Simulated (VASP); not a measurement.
Given:

```xyz
4
Lattice="2.9419 0.0000 0.0000 0.0000 3.2969 0.0000 0.0000 0.0000 4.6623" Properties=species:S:1:pos:R:3 pbc="T T T"
Si     0.0000     0.0000     0.7311
Si     1.4709     1.6485     3.9312
Ni     0.0000     0.0000     3.0615
Ni     1.4709     1.6485     1.6008
```

Level of theory: r2SCAN meta-GGA, VASP's PBE PAW potentials (set 64) (plane waves; VASP). Settings: 400 eV cut-off, 12×10×8 Γ-centred mesh, tetrahedra with Blöchl corrections, potentials Si Ni.

Question: Estimate the energy per atom (σ→0), band gap (over mesh and band path) with the smallest direct gap where there is one.

Answer: 
* **band gap (over mesh and band path)**: none (metal, semimetal or under 0.01 eV)
* **energy per atom (σ→0)**: -10.776 eV/atom

The structure comes from a computed database's SiNi entry (Pmmn); how it stands against other phases isn't given here. It was relaxed first. The run is not spin-polarised, so no magnetic state was tried.
